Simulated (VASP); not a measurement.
A VASP calculation is set up with these files.

File POSCAR:
```
YN
1
    0.0000000000     2.4032317982     2.4032317982
    2.4032317982     0.0000000000     2.4032317982
    2.4032317982     2.4032317982     0.0000000000
Y N
1 1
Direct
  0.0000000000   0.0000000000   0.0000000000
  0.5000000000   0.5000000000   0.5000000000
```

**KPOINTS**
```
Automatic mesh
0
Gamma
9 9 9
0 0 0
```

**INCAR**
```
PREC = Accurate
ISMEAR = 0
SYSTEM = YN
EDIFF = 1E-7
ISIF = 2   # forces and stress, cell fixed
LASPH = .TRUE.
GGA = PS
ALGO = Normal   # blocked Davidson
ENCUT = 520
NELM = 100   # most electronic steps
SIGMA = 0.05   # width (eV)
LCHARG = .FALSE.
LMAXMIX = 4
LWAVE = .FALSE.
LREAL = .FALSE.
```

POTCAR, in this order: Y_sv N (PBE.64 set). Program: vasp_std.

Task: Translate this PBEsol calculation to Ansatz.

Result: One equivalent input (not run):
Ansatz 0.2 input:
```yaml
crystal:
  lattice:
    - [0.0000000, 2.4032318, 2.4032318]
    - [2.4032318, 0.0000000, 2.4032318]
    - [2.4032318, 2.4032318, 0.0000000]
  atoms:
    - { symbol: Y, position: [0.0000000, 0.0000000, 0.0000000] }
    - { symbol: N, position: [0.5000000, 0.5000000, 0.5000000] }
kpoints:
  mp_grid: { grid: [9, 9, 9] }
hamiltonian:
  xc: pbesol
  pseudopotentials: { kind: paw }
scf:
  occupations: { method: gaussian, width: 0.05 }
  max_iter: 100
output: { forces: true, stress: true, eigenvalues: true }
```
The two are equivalent in intent, not identical: each code has its own PAW files, so the cut-off isn't converted (ENCUT is set for VASP's; basis.ecutwfc is left out, and Ansatz then takes the one that its files recommend); Ansatz stops its SCF on the density residual and VASP on the energy change (EDIFF).

The compound is YN in the rock salt structure. This cell is one point of a volume scan, at 0.97 of the reference volume.
